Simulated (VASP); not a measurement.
# Li: stress against strain

Li (bcc, Im-3m, 20.115 Å³/atom and stress up to 0.05 GPa in the relaxed cell, cube axes along x, y and z) under an equal strain ε along x and y, with z held. PBEsol in VASP (plane waves, PAW), 600 eV, 18×18×18 Γ-centred mesh, Methfessel-Paxton smearing 0.10 eV. Against the start cell, which lies near the measured one, the relaxed cell differs by -5.4 % in volume; the values below rest on it. Stress is positive for a compressed cell.

Here s stands for strain and y for stress xx.

| strain (%) | stress xx (GPa) |
|---|---|
| -3.00 | ? |
| -1.50 | 0.39 |
| -1.00 | 0.24 |
| -0.50 | 0.10 |
| 0.00 | -0.05 |
| 0.50 | -0.18 |
| 1.00 | -0.31 |
| 1.50 | -0.44 |

The 7 complete rows are fitted with a straight line, y against s. Means: s 0, y -0.036. About the means, the sum of products is -1.9350 and the sum of squares of s is 7.0000; the slope is their ratio. Least squares gives y = -0.036 - 0.2764·s. Residuals (row less fit): 0.011, 0.000, -0.002, -0.014, -0.006, 0.002, 0.011; standard error 0.010 (degrees of freedom: 5). The slope gives the elastic constants C11 + C12 = about 28 GPa.

Problem. Estimate the missing y (s = -3.00); what did the run itself give?

Solution. y = -0.036 - 0.2764 × (-3.0) = 0.793 GPa. The calculation gives 0.88 GPa, 0.087 GPa above the prediction (6.6 % of the range of y in the table). The row lies outside the fitted rows, so this is an extrapolation. From the scatter of the fitted rows alone, a prediction at this place has a standard error of 0.015 GPa, so the miss is 5.8 times that.

A polynomial of degree 2 through the 12 other runs of the series gives 0.88 there, so most of the miss is curvature that the fit leaves out. In a metal these values are sensitive to mesh and smearing; energies are taken to zero smearing, stresses follow the free energy. Rows are the converged runs of the series near zero and its far end, less any whose ions stayed unrelaxed beside relaxed ones; series whose fitted rows scatter by over a few per cent of the range, as at a crossing or softening among them, aren't shown in this form. Most that stay on the fit to the last digits aren't either.
